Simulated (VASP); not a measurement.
These are r2SCAN meta-GGA, VASP's PBE PAW potentials (set 64) (plane waves; VASP) values and carry that method's errors.

VASP ran on this input.

**INCAR**
```
! general
SYSTEM   =  GaP
PREC     =  Accurate
ENCUT    =  400   ! plane-wave cut-off (eV)
LREAL    =  F
LASPH    =  T

! electronic loop
EDIFF    =  1E-7
NELM     =  100   ! most electronic steps
ALGO     =  Normal
LMAXMIX  =  4
LMIXTAU  =  T

! smearing
ISMEAR   =  -5

! functional
METAGGA  =  R2SCAN

! ions
ISIF     =  2   ! forces and stress, cell fixed

! output
LWAVE    =  F
LCHARG   =  F
LORBIT   =  11   ! lm-projected
NEDOS    =  601   ! DOS grid
```

KPOINTS:
```
Automatic mesh
0
Gamma
9 9 9
0 0 0
```

File KPOINTS_OPT:
```
k-points along high-symmetry lines
10
Line-mode
Reciprocal
  0.000000   0.000000   0.000000 ! GAMMA
 -0.500000  -0.500000   0.000000 ! X

 -0.500000  -0.500000   0.000000 ! X
 -0.375000  -0.375000   0.250000 ! U

 -0.375000  -0.000000   0.375000 ! K
  0.000000   0.000000   0.000000 ! GAMMA

  0.000000   0.000000   0.000000 ! GAMMA
 -0.000000   0.000000   0.500000 ! L

 -0.000000   0.000000   0.500000 ! L
 -0.500000  -0.250000   0.250000 ! W

 -0.500000  -0.250000   0.250000 ! W
 -0.500000  -0.500000   0.000000 ! X
```

File POSCAR:
```
GaP
1
    0.0000000000     2.7225523932     2.7225523932
    2.7225523932    -0.0000000000     2.7225523932
    2.7225523932     2.7225523932    -0.0000000000
Ga P
1 1
Direct
  0.0000000000   0.0000000000   0.0000000000
  0.2500000000   0.2500000000   0.2500000000
```

POTCAR, in this order: Ga_d P (PBE.64 set). Program: vasp_std.

Output of the run:

OSZICAR:
```
       N       E                     dE             d eps       ncg     rms          rms(c)
DAV:   1     0.584343028121E+02    0.58434E+02   -0.85333E+03   931   0.176E+03
DAV:   2    -0.182363785779E+02   -0.76671E+02   -0.74285E+02   980   0.301E+02
DAV:   3    -0.236470670750E+02   -0.54107E+01   -0.53882E+01  1140   0.715E+01
DAV:   4    -0.237380049270E+02   -0.90938E-01   -0.90892E-01  1111   0.100E+01
DAV:   5    -0.237401711595E+02   -0.21662E-02   -0.21661E-02  1137   0.130E+00    0.484E+00
DAV:   6    -0.214189180203E+02    0.23213E+01   -0.67978E-01  1134   0.188E+01    0.317E+00
DAV:   7    -0.215906363451E+02   -0.17172E+00   -0.45552E-01  1115   0.770E+00    0.153E+00
DAV:   8    -0.214396248116E+02    0.15101E+00   -0.11240E-01   930   0.452E+00    0.105E+00
DAV:   9    -0.214451005457E+02   -0.54757E-02   -0.19411E-01   925   0.466E+00    0.279E-01
DAV:  10    -0.214558977677E+02   -0.10797E-01   -0.15423E-01   915   0.403E+00    0.123E-01
DAV:  11    -0.214615750972E+02   -0.56773E-02   -0.59901E-03  1095   0.655E-01    0.486E-02
DAV:  12    -0.214608355307E+02    0.73957E-03   -0.62845E-04  1040   0.225E-01    0.675E-02
DAV:  13    -0.214618828465E+02   -0.10473E-02   -0.77317E-04   910   0.316E-01    0.255E-02
DAV:  14    -0.214619071646E+02   -0.24318E-04   -0.23662E-05  1180   0.471E-02    0.282E-02
DAV:  15    -0.214619000864E+02    0.70782E-05   -0.83016E-06   930   0.372E-02    0.267E-02
DAV:  16    -0.214619162688E+02   -0.16182E-04   -0.64894E-06   920   0.312E-02    0.648E-03
DAV:  17    -0.214619165427E+02   -0.27390E-06   -0.15112E-06  1020   0.119E-02    0.325E-03
DAV:  18    -0.214619156334E+02    0.90922E-06   -0.43836E-07   980   0.766E-03    0.162E-03
DAV:  19    -0.214619157490E+02   -0.11551E-06   -0.23122E-07   931   0.624E-03    0.905E-04
DAV:  20    -0.214619157903E+02   -0.41350E-07   -0.44468E-08   485   0.282E-03
   1 F= -.21461916E+02 E0= -.21461916E+02  d E =0.000000E+00
       N       E                     dE             ncg
       N       E                     dE             ncg
```

### OUTCAR
```
------------------------ aborting loop because EDIFF is reached ----------------------------------------
  FORCE on cell =-STRESS in cart. coord.  units (eV):
  Direction    XX          YY          ZZ          XY          YZ          ZX
  --------------------------------------------------------------------------------------
  Total        0.0084427      0.0084427      0.0084427     -0.0000000      0.0000000     -0.0000000
  in kB        0.3351466      0.3351466      0.3351466     -0.0000000      0.0000000     -0.0000000
  external PRESSURE =       0.3351466 kB  Pullay stress =       0.0000000 kB
  volume of cell :       40.36
      direct lattice vectors                 reciprocal lattice vectors
     0.000000000  2.722552393  2.722552393    -0.183651195  0.183651195  0.183651195
     2.722552393  0.000000000  2.722552393     0.183651195 -0.183651195  0.183651195
     2.722552393  2.722552393  0.000000000     0.183651195  0.183651195 -0.183651195
  FREE ENERGIE OF THE ION-ELECTRON SYSTEM (eV)
  ---------------------------------------------------
  free  energy   TOTEN  =       -21.4619157903 eV

  energy  without entropy=      -21.4619157903  energy(sigma->0) =      -21.46191579

 total charge

# of ion       s       p       d       tot
------------------------------------------
    1        0.832   0.850  10.018  11.700
    2        1.009   1.542   0.000   2.551
--------------------------------------------------
tot          1.841   2.393  10.018  14.252
```
(Selected blocks of OUTCAR.)

The compound is GaP in the zinc blende structure. It was relaxed first.
